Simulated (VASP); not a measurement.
Input for VASP

### INCAR
```
# general
SYSTEM   =  Ru
PREC     =  Accurate
ENCUT    =  400   # plane-wave cut-off (eV)
LREAL    =  .FALSE.   # projection in real space or not
LASPH    =  .TRUE.   # aspherical one-centre terms

# electronic loop
EDIFF    =  1E-3
NELM     =  100
ALGO     =  Normal
LMAXMIX  =  4   # l cut-off of mixed one-centre charges

# smearing
ISMEAR   =  1   # Methfessel-Paxton
SIGMA    =  0.1   # width (eV)

# functional
GGA      =  PE

# ions
ISIF     =  2   # forces and stress, cell fixed

# output
LWAVE    =  .FALSE.
LCHARG   =  .FALSE.
```

**POSCAR**
```
Ru
1
    1.3178820000    -2.3175950000     0.0000000000
    1.3178820000     2.3175950000     0.0000000000
    0.0000000000     0.0000000000     4.2814260000
Ru
2
Direct
  0.3333330000   0.6666670000   0.2500000000
  0.6964450000   0.3631110000   0.7500000000
```

File KPOINTS:
```
Automatic mesh
0
G
  14 14 8
0 0 0
```

POTCAR, in this order: Ru_pv (PBE.64 set). Program: vasp_std.

Problem. Write an equivalent input for Ansatz.

Solution. One equivalent input (not run):
Ansatz 0.2 input:
```yaml
crystal:
  lattice:
    - [1.3178820, -2.3175950, 0.0000000]
    - [1.3178820, 2.3175950, 0.0000000]
    - [0.0000000, 0.0000000, 4.2814260]
  atoms:
    - { symbol: Ru, position: [0.3333330, 0.6666670, 0.2500000] }
    - { symbol: Ru, position: [0.6964450, 0.3631110, 0.7500000] }
kpoints:
  mp_grid: { grid: [14, 14, 8] }
hamiltonian:
  xc: pbe
  pseudopotentials: { kind: paw }
scf:
  occupations: { method: methfessel_paxton, width: 0.1 }
  max_iter: 100
output: { forces: true, stress: true, eigenvalues: true }
```
Limits of the translation: each code has its own PAW files, so the cut-off isn't converted (ENCUT is set for VASP's; basis.ecutwfc is left out, and Ansatz then takes the one that its files recommend); Ansatz stops its SCF on the density residual and VASP on the energy change (EDIFF).

The compound is Ru in the hcp structure. The cell was not relaxed at this level, atoms are displaced from their ideal sites. The run is one of a series of settings (EDIFF = 1E-3 against the base run), some of them coarse on purpose.
